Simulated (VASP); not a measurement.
Given:

```
CELL_PARAMETERS angstrom
      5.47308     0.00000     0.00000
      0.00000     5.47308     0.00000
      0.00000     0.00000     5.47308
ATOMIC_POSITIONS crystal
  Be 0.01847 0.98153 0.98153
  Be 0.48153 0.51847 0.98153
  Be 0.48153 0.98153 0.51847
  Be 0.01847 0.51847 0.51847
  Te 0.25000 0.25000 0.25000
  Te 0.75000 0.75000 0.25000
  Te 0.75000 0.25000 0.75000
  S  0.25000 0.75000 0.75000
```

These are HSE06 screened hybrid, VASP's PBE PAW potentials (set 64) (plane waves; VASP) values and carry that method's errors. Run with 400 eV cut-off, 4×4×4 Γ-centred mesh, Gaussian smearing of 0.050 eV, potentials Be Te S.

Question: Give the force on each atom (eV/Å).

Answer: 
```
atom      Fx      Fy      Fz
----  ------  ------  ------
Be1   -0.038   0.038   0.038
Be2    0.038  -0.038   0.038
Be3    0.038   0.038  -0.038
Be4   -0.038  -0.038  -0.038
Te5    0.000   0.000   0.000
Te6    0.000   0.000   0.000
Te7    0.000   0.000   0.000
S8     0.000   0.000   0.000
```

Question: Give the stress tensor in GPa (positive for a compressed cell).

Answer: 
```
-1.33   0.00   0.00
 0.00  -1.33   0.00
 0.00   0.00  -1.33
```
The pressure is its mean diagonal, -1.33 GPa.

The structure was generated: Be4STe3 was put into an ordered model structure (P-43m), which need not be its known phase. It was relaxed first. The cell's shape comes from a PBE relaxation.
